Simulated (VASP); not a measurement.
An input for Quantum ESPRESSO's pw.x (written as the equivalent of a VASP run, and not itself run):

```
&CONTROL
  calculation = 'scf'
  pseudo_dir = './pseudo'
  outdir = './out'
  tprnfor = .true.
  tstress = .true.
/
&SYSTEM
  ibrav = 0
  nat = 2
  ntyp = 2
  ecutwfc = 82
  occupations = 'smearing'
  smearing = 'gaussian'
  degauss = 0.003675
  input_dft = 'pbe'
/
&ELECTRONS
  conv_thr = 7.3e-08
  electron_maxstep = 100
/
ATOMIC_SPECIES
  Si 28.085 Si.upf
  C 12.011 C.upf
CELL_PARAMETERS angstrom
     0.0000000    2.1800000    2.1800000
     2.1800000    0.0000000    2.1800000
     2.1800000    2.1800000    0.0000000
ATOMIC_POSITIONS crystal
  Si   0.0000000  0.0000000  0.0000000
  C    0.2500000  0.2500000  0.2500000
K_POINTS automatic
  9 9 9 0 0 0
```

Task: Translate this input to VASP (INCAR, KPOINTS, POSCAR, choice of POTCAR).

Result: This is not unique; one that fits is 
File KPOINTS:
```
Automatic
0
Gamma
  9 9 9
0 0 0
```

### INCAR
```
! general
SYSTEM = SiC
PREC   = Accurate
ENCUT  = 520   ! plane-wave cut-off (eV)
LREAL  = F
LASPH  = T   ! aspherical one-centre terms

! electronic loop
EDIFF  = 1E-6   ! SCF stop (eV)
NELM   = 100   ! most electronic steps
ALGO   = Normal   ! blocked Davidson

! smearing
ISMEAR = 0   ! Gaussian
SIGMA  = 0.05   ! width (eV)

! functional
GGA    = PE   ! PBE

! ions
ISIF   = 2

! output
LWAVE  = F
LCHARG = F
```

### POSCAR
```
SiC
1.0
  0.0000000000   2.1800000000   2.1800000000
  2.1800000000   0.0000000000   2.1800000000
  2.1800000000   2.1800000000   0.0000000000
Si C
1 1
Cart
  0.0000000000   0.0000000000   0.0000000000
  1.0900000000   1.0900000000   1.0900000000
```

POTCAR, in this order: Si C_s (PBE.64 set). Program: vasp_std.

The two are equivalent in intent, not identical: the potentials are each code's own (VASP's PAW set, PseudoDojo norm-conserving files in pw.x), so ENCUT and ecutwfc are chosen apart and not converted; conv_thr bounds pw.x's estimated SCF error, while EDIFF bounds the energy change between steps.

The compound is SiC in the zinc blende structure. The cell was not relaxed at this level. The run is one of a series of settings (POTCAR Si C_s (PBE.64 set) against the base run), some of them coarse on purpose.
